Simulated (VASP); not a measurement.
```yaml
crystal:
  lattice:
    - [-1.63916, 1.63916, 1.63916]
    - [1.63916, -1.63916, 1.63916]
    - [1.63916, 1.63916, -1.63916]
  atoms:
    - { symbol: Nb, position: [0.00000, 0.00000, 0.00000] }
```

Level of theory: LDA (Ceperley-Alder, Perdew-Zunger), VASP's LDA PAW potentials (set 64) (plane waves; VASP 6.6.1). Numerical set-up: 520 eV cut-off, 16×16×16 Γ-centred mesh, first-order Methfessel-Paxton smearing of 0.10 eV, potentials Nb_sv.

Question: Estimate the energy per atom (σ→0), pressure, band gap (on the k-mesh) with the smallest direct gap where there is one.

Answer: 
```json
{
  "band gap (on the k-mesh)": "none (metal, semimetal or under 0.01 eV)",
  "energy per atom (σ→0)": "-11.250 eV/atom",
  "pressure": "-5.60 GPa"
}
```

Total energies compare only between runs with the same potentials, cut-off and functional.

The compound is Nb in the bcc structure. This cell is one point of a volume scan, at 1.03 of the reference volume.
